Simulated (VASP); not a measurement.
Level of theory: rev-vdW-DF2, VASP's PBE PAW potentials (set 64) (plane waves; VASP 6.6.1).

The input files of a VASP run:

KPOINTS:
```
Regular mesh
0
gamma
  13 13 13
```

INCAR:
```
! general
SYSTEM   = CoGa
PREC     = Accurate
ENCUT    = 520
LREAL    = .False.   ! projection in real space or not
LASPH    = .True.   ! aspherical one-centre terms

! electronic loop
EDIFF    = 1E-7   ! SCF stop (eV)
NELM     = 100   ! most electronic steps
ALGO     = Normal
LMAXMIX  = 4   ! l cut-off of mixed one-centre charges

! smearing
ISMEAR   = 1
SIGMA    = 0.1   ! width (eV)

! functional
GGA      = MK
LUSE_VDW = .True.
AGGAC    = 0.0
PARAM1   = 0.1234568
PARAM2   = 0.7114
ZAB_VDW  = -1.8867

! ions
ISIF     = 2

! output
LWAVE    = .False.
LCHARG   = .False.
```

### POSCAR
```
CoGa
5.6609240
  0.4999999739   0.0000000000   0.0000000000
  0.0000000000   0.4999999739   0.0000000000
  0.0000000000   0.0000000000   0.4999999739
Ga Co
1 1
Cartesian
  0.2499999869   0.2499999869   0.2499999869
  0.0000000000   0.0000000000   0.0000000000
```

POTCAR, in this order: Ga_d Co (PBE.64 set). Program: vasp_std.

Question: Predict the energy per atom (σ→0), pressure, band gap (on the k-mesh).

Answer: 
energy per atom (σ→0): -2.681 eV/atom
band gap (on the k-mesh): none (metal, semimetal or under 0.01 eV)
pressure: 6.09 GPa

OSZICAR:
```
...
DAV:   7    -0.538944056502E+01    0.16591E+01   -0.78450E+00  2653   0.450E+01    0.199E+00
DAV:   8    -0.536675801716E+01    0.22683E-01   -0.21996E-01  3077   0.548E+00    0.611E-01
DAV:   9    -0.536136855872E+01    0.53895E-02   -0.16416E-02  3500   0.214E+00    0.115E-01
DAV:  10    -0.536112873650E+01    0.23982E-03   -0.52794E-04  3422   0.337E-01    0.614E-02
DAV:  11    -0.536111946102E+01    0.92755E-05   -0.65152E-05  3511   0.142E-01    0.114E-02
DAV:  12    -0.536111884903E+01    0.61198E-06   -0.34084E-06  3458   0.314E-02    0.203E-03
DAV:  13    -0.536111875413E+01    0.94901E-07   -0.24221E-07  2354   0.800E-03
   1 F= -.53611188E+01 E0= -.53614683E+01  d E =0.104851E-02
```

The compound is CoGa in the CsCl type structure. This cell is one point of a volume scan, at 0.97 of the reference volume. The run is not spin-polarised, so no magnetic state was tried.
